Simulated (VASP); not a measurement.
Calculation: LDA (Ceperley-Alder, Perdew-Zunger), VASP's LDA PAW potentials (set 64) (plane waves; VASP).

Input for VASP

File KPOINTS:
```
Automatic mesh
0
Gamma
10 10 10
0 0 0
```

File POSCAR:
```
K
1
   -2.5207137189     2.5207137189     2.5207137189
    2.5207137189    -2.5207137189     2.5207137189
    2.5207137189     2.5207137189    -2.5207137189
K
1
Direct
  0.0000000000   0.0000000000   0.0000000000
```

INCAR:
```
! general
SYSTEM = K
PREC   = Accurate
ENCUT  = 500
LREAL  = .False.
LASPH  = .True.

! electronic loop
EDIFF  = 1E-6
NELM   = 100
ALGO   = Normal

! smearing
ISMEAR = 1
SIGMA  = 0.1

! ions
IBRION = 2
NSW    = 40
ISIF   = 3
EDIFFG = -0.02

! output
LWAVE  = .False.
LCHARG = .False.
```

POTCAR, in this order: K_sv (LDA.64 set). Program: vasp_std.

**Question.** Predict the energy per atom (σ→0), band gap (on the k-mesh).

**Answer.** 
```json
{
 "energy per atom (σ→0)": "-1.161 eV/atom",
 "band gap (on the k-mesh)": "none (metal, semimetal or under 0.01 eV)"
}
```

### OSZICAR
```
...
DAV:   4    -0.116287463224E+01   -0.25599E-01   -0.25531E-01  1120   0.376E+00
DAV:   5    -0.116316322851E+01   -0.28860E-03   -0.28860E-03  1288   0.263E-01    0.253E+00
DAV:   6    -0.116170998365E+01    0.14532E-02   -0.20960E-03  1192   0.377E-01    0.159E+00
DAV:   7    -0.116125228747E+01    0.45770E-03   -0.37130E-03  1128   0.438E-01    0.684E-02
DAV:   8    -0.116124970871E+01    0.25788E-05   -0.29116E-04  1200   0.220E-01    0.207E-02
DAV:   9    -0.116125595986E+01   -0.62511E-05   -0.10170E-05  1152   0.265E-02    0.856E-03
DAV:  10    -0.116125600300E+01   -0.43145E-07   -0.21636E-06  1112   0.134E-02
   1 F= -.11612560E+01 E0= -.11609259E+01  d E =-.116126E+01
```

The compound is K in the bcc structure. It was relaxed first, which changed the volume by -13 %.
